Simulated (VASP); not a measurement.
Wanted: the native input for a VASP 6.6.1 run.

```yaml
Task: single point
Functional: HSE06
Potentials_or_basis: VASP PAW PBE potentials, release 64 (Mn_pv, In_d, As)
Cutoff: 350 eV
k_mesh: 2 × 2 × 2
Occupations: gaussian, width 0.03 eV
Spin: collinear spin, ferromagnetic start
Starting_moments: "[2.0, 0.0, 0.0, 0.0, 0.0, 0.0, 0.0, 0.0, 0.0, 0.0, 0.0, 0.0, 0.0, 0.0, 0.0, 0.0, 0.0, 0.0, 0.0, 0.0, 0.0, 0.0, 0.0, 0.0] μB"
Fixed_moment: 2 μB
Dq: 0
Grid_for_exact_exchange_PRECFOCK: Fast
Screening_parameter: 0.2 1/A
Further_INCAR_settings: LREAL = Auto; ALGO = Damped; EDIFF = 0.0001; ISYM = -1
```

MnIn11As12 (a cell with a defect):

```xyz
24
Lattice="0.0000 9.0870 9.0870 6.0580 0.0000 6.0580 6.0580 6.0580 0.0000" Properties=species:S:1:pos:R:3 pbc="T T T"
Mn    6.0594    6.0631    0.0126
In    9.0890    3.0381    6.0598
In    9.0839    6.0640    3.0377
In    6.0541    3.0239    3.0354
In   12.0929    9.0878    9.0821
In    9.0914    6.0497    9.0711
In    9.1000    9.0641    6.0700
In    6.0549    6.0619    6.0555
In    0.0210    6.0804    6.0760
In    3.0202    9.0934    6.0741
In    9.0665   12.1427    9.0946
In    6.0565    9.0967    9.0958
As    1.4563    1.4760    1.4710
As    4.5958    4.5950    1.4711
As    4.5947    1.4615    4.6061
As    7.5623    4.5485    4.5506
As    1.5263    4.5292    4.5444
As    4.5250    7.5699    4.5490
As    4.5252    4.5633    7.5741
As    7.5608    7.5718    7.5807
As    1.4502    7.6569    7.6470
As    4.5508   10.6109    7.5792
As    4.5460    7.5838   10.6102
As    7.5671   10.6073   10.6080
```

These files were run (other wordings do the same):

POSCAR

```
MnIn11As12                              
1.0
    0.0000000000      9.0870000000      9.0870000000
    6.0580000000      0.0000000000      6.0580000000
    6.0580000000      6.0580000000      0.0000000000
  Mn              In              As            
     1    11    12
Direct
     0.0008969422211931    0.0007395117716602    0.9994948036153082
     0.0004917169128393    0.9995660033640139    0.5007679333801714
     0.0009819245543049    0.4999677909334548    0.9995181028267052
     0.0002865227767489    0.5006349014086956    0.4987205452357735
     0.3343794526154434    0.9976290731672161    0.9985568774272454
     0.3317581296600011    0.9997319957611788    0.5009912901968777
     0.3320187758579257    0.5039543539129034    0.9981860117601161
     0.3335754422296450    0.4992170422309375    0.5002768191861414
     0.6677322100322364    0.0013802562195787    0.0020926101921206
     0.6683894488512340    0.0000751984085574    0.4984746351604398
     0.6696812527899868    0.4967263939622704    0.9998846924213630
     0.6677674726461017    0.4998052254820116    0.4999540358580226
     0.0820227642372011    0.1197782684665312    0.1206065912953868
     0.0809039474896837    0.1214872867125849    0.6371498871833314
     0.0810453890171844    0.6387663580435146    0.1196900749681616
     0.0845605941765153    0.6243333303058979    0.6239869890815246
     0.4152756036993264    0.1272375282301476    0.1247183809067815
     0.4178453038271950    0.1241407867049639    0.6228019671967989
     0.4188536065266479    0.6219884014125339    0.1249844471517141
     0.4177174963207895    0.6247732255513121    0.6233003108305859
     0.7622792322088970    0.1188750847951739    0.1205159897442681
     0.7504893661472346    0.1253796399927915    0.6258183811525531
     0.7509629007544472    0.6249962613669156    0.1254187094640904
     0.7509685044472133    0.6246140817951348    0.6244979137645356
```

INCAR.step1

```
SYSTEM = MnIn11As12
ALGO = Normal
EDIFF = 1E-5
ENCUT = 350
GGA = PE
ISIF = 2
ISMEAR = 0
ISPIN = 2
ISYM = -1
KPAR = 2
LASPH = .TRUE.
LCHARG = .FALSE.
LMAXMIX = 4
LORBIT = 11
LREAL = Auto
LWAVE = .TRUE.
MAGMOM = 2 0 0 0 0 0 0 0 0 0 0 0 0 0 0 0 0 0 0 0 0 0 0 0
NELM = 70
NKRED = 2
NUPDOWN = 2
PREC = Accurate
SIGMA = 0.03
TIME = 0.4
```

INCAR.step2

```
SYSTEM = MnIn11As12
ALGO = Damped
EDIFF = 1E-4
ENCUT = 350
GGA = PE
HFSCREEN = 0.2
ISIF = 2
ISMEAR = 0
ISPIN = 2
ISTART = 1
ISYM = -1
KPAR = 2
LASPH = .TRUE.
LCHARG = .FALSE.
LHFCALC = .TRUE.
LMAXMIX = 4
LORBIT = 11
LREAL = Auto
LWAVE = .FALSE.
MAGMOM = 2 0 0 0 0 0 0 0 0 0 0 0 0 0 0 0 0 0 0 0 0 0 0 0
NELM = 70
NKRED = 2
NUPDOWN = 2
PREC = Accurate
PRECFOCK = Fast
SIGMA = 0.03
TIME = 0.4
```

KPOINTS

```
k-points
0
G
  2 2 2
  0 0 0
```

Potentials or basis: VASP PAW PBE potentials, release 64 (Mn_pv, In_d, As).

The run is started by

```bash
$ cat potpaw_PBE.64/Mn_pv/POTCAR potpaw_PBE.64/In_d/POTCAR potpaw_PBE.64/As/POTCAR > POTCAR
$ cp INCAR.step1 INCAR
$ mpirun -np 4 vasp_std > vasp.out
$ cp INCAR.step2 INCAR
$ mpirun -np 4 vasp_std > vasp.out
```

Results of the run:

```yaml
Pressure: 0.1 GPa
Largest_force: 0.458 eV/Å
Net_moment: 2.00 μB per cell
Site_moments: Mn +3.27; In -0.01; As -0.17, -0.15, -0.01, -0.05, -0.02, -0.13 μB
Valence_electrons_inside_the_program's_atomic_spheres: Mn 11.48; In 11.49, 11.48, 11.51, 11.50; As 2.82, 2.83, 2.87, 2.85, 2.86, 2.84
```

Caveat: the k mesh is coarse (spacing up to 0.45 Å⁻¹), so the values aren't converged, least of all with exact exchange; the PAW data sets were made with another functional, which shifts forces and pressure a little; the total moment is fixed, so each spin has its own Fermi level; only a ferromagnetic start was run, and an antiferromagnetic order may lie lower in energy.

Run time: 77 min on 4 MPI ranks on Intel(R) Xeon(R) 6975P-C (Granite Rapids), on a shared host, peak memory 1.2 GiB a rank.
